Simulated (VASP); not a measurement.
# Ta2Au3 (Pm-3m) in VASP: a series of runs

The runs below take Ta2Au3 through relaxation of cell and atoms, single point, with PBE.

Everything below comes from runs of VASP 6.6.1. Logs are shortened: lines on timing, memory, paths and dates and some standing lists are left out, and cuts for length are marked.

**1. The cell of the first run**

Symmetry: Pm-3m, No. 221, cubic system. The conventional cell has a = 4.540 Å, b = 4.540 Å, c = 4.540 Å, α = 90.00°, β = 90.00°, γ = 90.00°. Around Ta (site symmetry m-3m) lie 6 Au at 2.27 Å. Ta (site symmetry m-3m) is surrounded by 12 Au at 3.21 Å. Au (site symmetry 4/mmm) is surrounded by 2 Ta at 2.27 Å.

The cell was built by a generator and needn't be a form met in nature.

**2. Relaxation of cell and atoms, PBE (random cell by space group and Wyckoff sites (Pm-3m, No. 221))**

INCAR

```
SYSTEM = Ta2Au3
  PREC = Accurate
  ENCUT = 600
  EDIFF = 1E-7
  ISMEAR = 0
  SIGMA = 0.1
  LREAL = .False.
  LASPH = .True.
  NELM = 80
  ALGO = Normal
  ISIF = 3
  LWAVE = .False.
  LCHARG = .False.
  GGA = PE
  IBRION = 2
  NSW = 90
  EDIFFG = -0.04
```

KPOINTS

```
Automatic mesh
0
Gamma
  4 4 4
  0 0 0
```

POSCAR

```
Ta2Au3
1.0
    4.5404550700      0.0000000000      0.0000000000
    0.0000000000      4.5404550700      0.0000000000
    0.0000000000      0.0000000000      4.5404550700
Ta Au
2 3
Direct
    0.5000000000      0.5000000000      0.5000000000
    0.0000000000      0.0000000000      0.0000000000
    0.0000000000      0.5000000000      0.5000000000
    0.5000000000      0.0000000000      0.5000000000
    0.5000000000      0.5000000000      0.0000000000
```

Potentials or basis: VASP PAW PBE potentials, release 64 (Ta_pv, Au).

Run with:

```
$ cat potpaw_PBE.64/Ta_pv/POTCAR potpaw_PBE.64/Au/POTCAR > POTCAR
$ mpirun -np 1 vasp_std > vasp.out
```

OUTCAR:

```text
SYSTEM = Ta2Au3
   PREC = Accurate
   ENCUT = 600
   EDIFF = 1E-7
   ISMEAR = 0
   LREAL = .False.
   LASPH = .True.
   NELM = 80
   ISIF = 3
   GGA = PE
   IBRION = 2
   NSW = 90
   EDIFFG = -0.04

 ion  position               nearest neighbor table
   1  0.500  0.500  0.500-   3 2.27   4 2.27   5 2.27   5 2.27   4 2.27   3 2.27
   2  0.000  0.000  0.000-   3 3.21   4 3.21   5 3.21   3 3.21   4 3.21   3 3.21   5 3.21   3 3.21
                             4 3.21   5 3.21   4 3.21   5 3.21
   3  0.000  0.500  0.500-   1 2.27   1 2.27   4 3.21   5 3.21   2 3.21   5 3.21   2 3.21   4 3.21
                             2 3.21   2 3.21   4 3.21   5 3.21   5 3.21   4 3.21
   4  0.500  0.000  0.500-   1 2.27   1 2.27   3 3.21   5 3.21   2 3.21   5 3.21   2 3.21   3 3.21
                             5 3.21   5 3.21   2 3.21   3 3.21   2 3.21   3 3.21
   5  0.500  0.500  0.000-   1 2.27   1 2.27   3 3.21   4 3.21   2 3.21   3 3.21   4 3.21   2 3.21
                             4 3.21   4 3.21   2 3.21   3 3.21   3 3.21   2 3.21

  LATTYP: Found a simple cubic cell.
 ALAT       =     4.5404550700

  Lattice vectors:

 A1 = (   4.5404550700,   0.0000000000,   0.0000000000)
 A2 = (   0.0000000000,   4.5404550700,   0.0000000000)
 A3 = (   0.0000000000,   0.0000000000,   4.5404550700)

Analysis of symmetry for initial positions (statically):
=====================================================================
 Subroutine PRICEL returns:
 Original cell was already a primitive cell.

 Routine SETGRP: Setting up the symmetry group for a
 simple cubic supercell.

 Subroutine GETGRP returns: Found 48 space group operations
 (whereof 48 operations were pure point group operations)
 out of a pool of 48 trial point group operations.

The static configuration has the point symmetry O_h .

Analysis of symmetry for dynamics (positions and initial velocities):
=====================================================================
 Subroutine PRICEL returns:
 Original cell was already a primitive cell.

 Routine SETGRP: Setting up the symmetry group for a
 simple cubic supercell.

 Subroutine GETGRP returns: Found 48 space group operations
 (whereof 48 operations were pure point group operations)
 out of a pool of 48 trial point group operations.

The dynamic configuration has the point symmetry O_h .

 Subroutine INISYM returns: Found 48 space group operations
 (whereof 48 operations are pure point group operations),
 and found     1 'primitive' translations

----------------------------------------------------------------------------------------

                                     Primitive cell

  volume of cell :      93.6048

  direct lattice vectors                    reciprocal lattice vectors
     4.540455070  0.000000000  0.000000000     0.220242241  0.000000000  0.000000000
     0.000000000  4.540455070  0.000000000     0.000000000  0.220242241  0.000000000
     0.000000000  0.000000000  4.540455070     0.000000000  0.000000000  0.220242241

  length of vectors
     4.540455070  4.540455070  4.540455070     0.220242241  0.220242241  0.220242241

  position of ions in fractional coordinates (direct lattice)
     0.500000000  0.500000000  0.500000000
     0.000000000  0.000000000  0.000000000
     0.000000000  0.500000000  0.500000000
     0.500000000  0.000000000  0.500000000
     0.500000000  0.500000000  0.000000000

  ion indices of the primitive-cell ions
   primitive index   ion index
                 1           1
                 2           2
                 3           3
                 4           4
                 5           5

----------------------------------------------------------------------------------------

 KPOINTS: Automatic mesh

Automatic generation of k-mesh.
 Grid dimensions read from file:
 generate k-points for:    4    4    4

 Generating k-lattice:

  Cartesian coordinates                     Fractional coordinates (reciprocal lattice)
     0.055060560  0.000000000  0.000000000     0.250000000  0.000000000  0.000000000
     0.000000000  0.055060560  0.000000000     0.000000000  0.250000000  0.000000000
     0.000000000  0.000000000  0.055060560     0.000000000  0.000000000  0.250000000

  Length of vectors
     0.055060560  0.055060560  0.055060560

  Shift w.r.t. Gamma in fractional coordinates (k-lattice)
     0.000000000  0.000000000  0.000000000

 Subroutine IBZKPT returns following result:
 ===========================================

 Found     10 irreducible k-points:

 Following reciprocal coordinates:
            Coordinates               Weight
  0.000000  0.000000  0.000000      1.000000
  0.250000  0.000000  0.000000      6.000000
  0.500000  0.000000  0.000000      3.000000
  0.250000  0.250000  0.000000     12.000000
  0.500000  0.250000  0.000000     12.000000
  0.500000  0.500000  0.000000      3.000000
  0.250000  0.250000  0.250000      8.000000
  0.500000  0.250000  0.250000     12.000000
  0.500000  0.500000  0.250000      6.000000
  0.500000  0.500000  0.500000      1.000000
   k-points           NKPTS =     10   k-points in BZ     NKDIM =     10   number of bands    NBANDS=     33
   number of dos      NEDOS =    301   number of ions     NIONS =      5
   total plane-waves  NPLWV =  46656
   dimension x,y,z NGX =    36 NGY =   36 NGZ =   36
   dimension x,y,z NGXF=    72 NGYF=   72 NGZF=   72
   ions per type =               2   3
   NGX,Y,Z   is equivalent  to a cutoff of  13.18, 13.18, 13.18 a.u.
   NGXF,Y,Z  is equivalent  to a cutoff of  26.36, 26.36, 26.36 a.u.
 SYSTEM =  Ta2Au3
   PREC   = accura    normal or accurate (medium, high low for compatibility)
   ISTART =      0    job   : 0-new  1-cont  2-samecut
   ICHARG =      2    charge: 1-file 2-atom 10-const
   ISPIN  =      1    spin polarized calculation?
   LNONCOLLINEAR =      F non collinear calculations
   LSORBIT =      F    spin-orbit coupling
   LASPH  =      T    aspherical Exc in radial PAW
   ENCUT  =  600.0 eV  44.10 Ry    6.64 a.u.   9.07  9.07  9.07*2*pi/ulx,y,z
   NELM   =     80;   NELMIN=  2; NELMDL= -5     # of ELM steps
   EDIFF  = 0.1E-06   stopping-criterion for ELM
   LREAL  =      F    real-space projection
   EDIFFG = -.4E-01   stopping-criterion for IOM
   NSW    =     90    number of steps for IOM
   IBRION =      2    ionic relax: 0-MD 1-quasi-New 2-CG
   NFREE  =      1    steps in history (QN), initial steepest desc. (CG)
   ISIF   =      3    stress and relaxation
   ISYM   =      2    0-nonsym 1-usesym 2-fastsym
   POTIM  = 0.5000    time-step for ionic-motion
   TEBEG  =    0.0;   TEEND  =   0.0 temperature during run
   PSTRESS=    0.0 pullay stress
   NELECT =      55.0000    total number of electrons
   NUPDOWN=      -1.0000    fix difference up-down
   EMIN   =  10.00;   EMAX   =-10.00  energy-range for DOS
   EFERMI =   0.00;   METHOD = LEGACY
   ISMEAR =     0;   SIGMA  =   0.10  broadening in eV -4-tet -1-fermi 0-gaus
   EFERMI_NEDOS =   21; number of points for ismear=-14 and -15
   IALGO  =     38    algorithm
   IMIX   =      4    mixing-type and parameters
     AMIX     =   0.40;   BMIX     =  1.00
     AMIX_MAG =   1.60;   BMIX_MAG =  1.00
  volume/ion in A,a.u.               =      18.72       126.34
  Fermi-wavevector in a.u.,A,eV,Ry     =   1.371186  2.591166 25.581005  1.880151
  Thomas-Fermi vector in A             =   2.496905
   LORBIT       =      0    0 simple, 1 ext, 2 COOP (PROOUT), +10 PAW based schemes
   GGA     = PE    functional components
   LHFCALC =     F    Hartree Fock is set to
   AEXX    =    0.0000 exact exchange contribution
   IVDW    =     0    specifies the selected vdW correction
   LEPSILON=     F    determine dielectric tensor
   LRPA    =     F    only Hartree local field effects (RPA)
 conjugate gradient relaxation of ions
 non-spin polarized calculation
 Gauss-broadening in eV      SIGMA  =   0.10
  energy-cutoff  :      600.00
  volume of cell :       93.60
 maximum number of plane-waves:      3136
   NGX = 19   NGY = 19   NGZ = 19

--------------------------------------- Ionic step        1  -------------------------------------------

 number of electron      55.0000009 magnetization

 Free energy of the ion-electron system (eV)
  ---------------------------------------------------
  ext. energy  EPLUGINS =         0.00000000
  ---------------------------------------------------
  free energy    TOTEN  =       -22.53354732 eV

  energy without entropy =      -22.52157148  energy(sigma->0) =      -22.52755940

 E-fermi :   7.8729     XC(G=0): -12.1065

 val. band max:        7.8614995689   @ k =   0.5000   0.0000   0.0000
 cond. band min:       7.9234517603   @ k =   0.0000   0.0000   0.0000
 fundamental gap:      0.0619521914
 Fermi energy:         7.8728955217

 k-point     1 :       0.0000    0.0000    0.0000
  band No.  band energies     occupation
      1     -27.9148      2.00000
      2     -27.9148      2.00000
      3     -27.9148      2.00000
      4     -27.0661      2.00000
      5     -27.0661      2.00000
      6     -27.0661      2.00000
[... 25 lines left out ...]
     32       9.7975      0.00000
[... 829 lines left out ...]
 POSITION                                       TOTAL-FORCE (eV/Angst)
 -----------------------------------------------------------------------------------
      2.48223      2.48223      2.48223        -0.000000     -0.000000      0.000000
      0.00000      0.00000      0.00000        -0.000000      0.000000      0.000000
     -0.00000      2.48223      2.48223         0.000000     -0.000000      0.000000
      2.48223      0.00000      2.48223        -0.000000     -0.000000      0.000000
      2.48223      2.48223      0.00000        -0.000000      0.000000      0.000000
 -----------------------------------------------------------------------------------
    total drift:                                0.000000      0.000000      0.000000

  FREE ENERGIE OF THE ION-ELECTRON SYSTEM (eV)
  ---------------------------------------------------
  free  energy   TOTEN  =       -25.6762741622 eV

  energy  without entropy=      -25.6681796378  energy(sigma->0) =      -25.67222690

--------------------------------------- Ionic step        5  -------------------------------------------

 number of electron      55.0000000 magnetization

 Free energy of the ion-electron system (eV)
  ---------------------------------------------------
  ext. energy  EPLUGINS =         0.00000000
  ---------------------------------------------------
  free energy    TOTEN  =       -25.68170220 eV

  energy without entropy =      -25.67409568  energy(sigma->0) =      -25.67789894

 E-fermi :   4.8773     XC(G=0): -10.7648

 val. band max:        4.7753402074   @ k =   0.2500   0.0000   0.0000
 cond. band min:       5.0157891729   @ k =   0.5000   0.2500   0.0000
 fundamental gap:      0.2404489655
 Fermi energy:         4.8772837127

 k-point     1 :       0.0000    0.0000    0.0000
  band No.  band energies     occupation
      1     -31.1468      2.00000
      2     -31.1468      2.00000
      3     -31.1468      2.00000
      4     -30.0390      2.00000
      5     -30.0390      2.00000
      6     -30.0390      2.00000
[... 25 lines left out ...]
     32       6.0958      0.00000
[... 336 lines left out ...]
 VOLUME and BASIS-vectors are now :
 -----------------------------------------------------------------------------
  energy-cutoff  :      600.00
  volume of cell :      120.82
      direct lattice vectors                 reciprocal lattice vectors
     4.943671945  0.000000000  0.000000000     0.202278794 -0.000000000  0.000000000
     0.000000000  4.943671945  0.000000000    -0.000000000  0.202278794  0.000000000
    -0.000000000 -0.000000000  4.943671945     0.000000000  0.000000000  0.202278794

 POSITION                                       TOTAL-FORCE (eV/Angst)
 -----------------------------------------------------------------------------------
      2.47184      2.47184      2.47184        -0.000000     -0.000000      0.000000
      0.00000      0.00000      0.00000        -0.000000      0.000000      0.000000
     -0.00000      2.47184      2.47184         0.000000     -0.000000      0.000000
      2.47184      0.00000      2.47184        -0.000000     -0.000000      0.000000
      2.47184      2.47184      0.00000        -0.000000      0.000000      0.000000
 -----------------------------------------------------------------------------------
    total drift:                                0.000000      0.000000      0.000000

  FREE ENERGIE OF THE ION-ELECTRON SYSTEM (eV)
  ---------------------------------------------------
  free  energy   TOTEN  =       -25.6817022021 eV

  energy  without entropy=      -25.6740956850  energy(sigma->0) =      -25.67789894

 reached required accuracy - stopping structural energy minimisation
```

Wall time 3.2 min (1 thread of AMD EPYC 9R45 (Zen 5), shared host); peak memory 0.2 GiB.

What came out:

```yaml
Free_energy: -25.6817 eV
Relaxed_volume: 24.16 Å³/atom
Relaxed_cell: a = 4.944 Å, b = 4.944 Å, c = 4.944 Å, α = 90.00°, β = 90.00°, γ = 90.00°
Space_group_after_relaxing_to_0.05_Å: Pm-3m (No. 221)
Energy_gained_by_relaxing: 629.6 meV/atom
Ionic_steps: 5
Pressure_after_relaxing: 0.0 GPa
Band_gap_on_the_k_mesh: none (metal or under the smearing width)
```

Step by step:
```tsv
step	energy change (eV)	largest force (eV/Å)	pressure (GPa)	volume (Å³)
1	0.0000	0.0000	47.76	93.60
2	1.5684	0.0000	-12.66	191.38
3	-3.1082	0.0000	-2.99	124.99
4	-3.1427	0.0000	-1.15	122.35
5	-3.1482	0.0000	0.04	120.82
```

Final structure:
```
Ta Au
1.0
     4.94367    0.00000    0.00000
     0.00000    4.94367    0.00000
     0.00000    0.00000    4.94367
Ta Au
2 3
Direct
  0.50000 0.50000 0.50000
  0.00000 0.00000 0.00000
  0.00000 0.50000 0.50000
  0.50000 0.00000 0.50000
  0.50000 0.50000 0.00000
```

Levels at points of the mesh, in eV from the Fermi level:
```csv
k point,band 24,band 25,band 26,band 27,band 28,band 29,band 30,band 31
"(0.00, 0.00, 0.00)",-1.53,0.46,0.46,0.46,0.78,0.78,0.78,1.22
"(0.50, 0.00, 0.00)",-1.25,-0.42,-0.42,-0.27,-0.11,0.25,0.73,1.26
"(0.50, 0.50, 0.00)",-2.50,-2.50,-0.72,-0.29,-0.23,-0.23,0.53,0.60
"(0.50, 0.50, 0.50)",-2.02,-2.02,-2.01,-2.01,-2.01,-0.43,-0.43,0.80
```

Caveat: the volume moved by over 15 % at a fixed basis, so the end points are rough. The run has no spin-orbit coupling, so splittings on Au, Ta are missing.

**3. Single point, PBE (random cell by space group and Wyckoff sites (Pm-3m, No. 221))**

INCAR

```
SYSTEM = Ta2Au3
PREC = Accurate
ENCUT = 520
EDIFF = 1E-6
ISMEAR = 0
SIGMA = 0.1
LREAL = .False.
LASPH = .True.
NELM = 60
ALGO = Normal
ISIF = 2
LWAVE = .False.
LCHARG = .False.
GGA = PE
NBANDS = 36
```

KPOINTS is that of step 2.

POSCAR is that of step 2.

Potentials or basis: VASP PAW PBE potentials, release 64 (Ta_pv, Au).

Run with:

```
$ cat potpaw_PBE.64/Ta_pv/POTCAR potpaw_PBE.64/Au/POTCAR > POTCAR
$ mpirun -np 1 vasp_std > vasp.out
```

Wall time 27 s (1 thread of AMD EPYC 9R45 (Zen 5), shared host); peak memory 0.18 GiB.

It converged, with:

```
Free energy            : -22.5337 eV
Pressure               : 47.7 GPa
Band gap on the k mesh : none (metal or under the smearing width)
```

Levels at points of the mesh, in eV from the Fermi level:
| k point | band 24 | band 25 | band 26 | band 27 | band 28 | band 29 | band 30 | band 31 |
| --- | --- | --- | --- | --- | --- | --- | --- | --- |
| (0.00, 0.00, 0.00) | -1.68 | 0.05 | 0.05 | 0.05 | 1.19 | 1.19 | 1.19 | 1.92 |
| (0.50, 0.00, 0.00) | -1.29 | -0.86 | -0.86 | -0.31 | -0.01 | 0.25 | 1.09 | 1.57 |
| (0.50, 0.50, 0.00) | -2.84 | -2.84 | -0.48 | -0.47 | -0.47 | -0.32 | 0.44 | 0.60 |
| (0.50, 0.50, 0.50) | -3.34 | -2.52 | -2.25 | -2.25 | -2.25 | -0.57 | -0.57 | 1.12 |

Caveat: a pressure of tens of GPa on the cell as given is suspect, and the run, the potentials or the cell itself is likely at fault. The run has no spin-orbit coupling, so splittings on Au, Ta are missing.
